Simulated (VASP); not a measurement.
Wanted: the native input for a VASP 6.6.1 run.

* Task: single point
* Functional: LDA
* Potentials or basis: VASP PAW LDA potentials, release 64 (Te, Pd)
* Cutoff: 520 eV
* k mesh: 5 × 5 × 4
* Occupations: gaussian, width 0.05 eV
* Spin: collinear spin, zero start
* Starting moments: [0.0, 0.0, 0.0, -0.0] μB
* Hubbard terms: Pd d U = 1.0 eV
* Dipole correction: no
* Further INCAR settings: ALGO = Normal; EDIFF = 1e-06; NBANDS = 28

The structure of TePd lies in POSCAR:

```
TePd
1.0
    4.1520974300      0.0000000000      0.0000000000
   -2.0760487100      3.5958218500      0.0000000000
    0.0000000000      0.0000000000      5.6718989000
Te Pd
2 2
Direct
    0.3333333333      0.6666666667      0.2500000000
    0.6666666667      0.3333333333      0.7500000000
    0.0000000000      0.0000000000      0.0000000000
    0.0000000000      0.0000000000      0.5000000000
```

These files were run (other wordings do the same):

INCAR

```
PREC = Accurate ; ENCUT = 520
EDIFF = 1E-6 ; ISMEAR = 0
SIGMA = 0.05 ; LREAL = False
LASPH = True ; NELM = 150
ALGO = Normal ; ISIF = 2
LWAVE = False ; LCHARG = True
ISPIN = 2 ; MAGMOM = 0 0 0 0
LORBIT = 11 ; LMAXMIX = 4
LDAU = True ; LDAUTYPE = 2
LDAUL = -1 2 ; LDAUU = 0 1
LDAUJ = 0 0 ; LDAUPRINT = 1
LELF = True ; LVHAR = True
NBANDS = 28
```

KPOINTS

```
Automatic mesh
0
Gamma
  5 5 4
```

Potentials or basis: VASP PAW LDA potentials, release 64 (Te, Pd).

Command:

```bash
$ cat potpaw_LDA.64/Te/POTCAR potpaw_LDA.64/Pd/POTCAR > POTCAR
$ mpirun -np 1 vasp_std > vasp.out
```

Results of the run:

```
Pressure                                              : -4.6 GPa
Band gap on the k mesh                                : none (metal or under the smearing width)
Net moment                                            : 0.00 μB per cell
Valence electrons inside the program's atomic spheres : Te 3.32; Pd 9.58
```

Caveat: the U is typed as a test and isn't derived for this compound.

It took 88 s on 1 thread of Intel(R) Xeon(R) Platinum 8375C CPU @ 2.90GHz (Ice Lake), on a shared host, peak memory 0.21 GiB.
